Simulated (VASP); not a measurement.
Consider the following.

```yaml
crystal:
  lattice:
    - [0.00000, 2.86629, 2.86629]
    - [2.86629, 0.00000, 2.86629]
    - [2.86629, 2.86629, 0.00000]
  atoms:
    - { symbol: Al, position: [0.00000, 0.00000, 0.00000] }
    - { symbol: As, position: [0.25000, 0.25000, 0.25000] }
```

These are PBE GGA, VASP's PBE PAW potentials (set 64) (plane waves; VASP) values and carry that method's errors. Run with 520 eV cut-off, 8×8×8 Γ-centred mesh, Gaussian smearing of 0.050 eV, potentials Al As.

Problem. Predict the energy per atom (σ→0), band gap (on the k-mesh) with the smallest direct gap where there is one.

Solution. 
| Property | Value |
|---|---|
| band gap (on the k-mesh) | 1.50 eV |
| smallest direct gap (on the k-mesh) | 1.76 eV |
| energy per atom (σ→0) | -4.694 eV/atom |

The compound is AlAs in the zinc blende structure. It was relaxed first.
